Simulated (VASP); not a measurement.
Input:

```xyz
2
Lattice="0.0000 3.1065 3.1065 3.1065 0.0000 3.1065 3.1065 3.1065 0.0000" Properties=species:S:1:pos:R:3 pbc="T T T"
Pb     0.0000     0.0000     0.0000
Se     3.1065     3.1065     3.1065
```

These are PW91 GGA, VASP's PBE PAW potentials (set 64) (plane waves; VASP) values and carry that method's errors. Settings: 520 eV cut-off, Gaussian smearing of 0.050 eV, potentials Pb_d Se.

Unless said otherwise, spin-orbit coupling is left out, though it shifts the bands of the heavy elements here.

Problem. What does the run give for the band gap (along the path) with the smallest direct gap where there is one?

Solution. 
band gap (along the path): 0.41 eV
smallest direct gap (along the path): 0.41 eV

The absolute energy has meaning only against runs of the same code, potentials and settings.

The compound is PbSe in the rock salt structure. It was relaxed first.
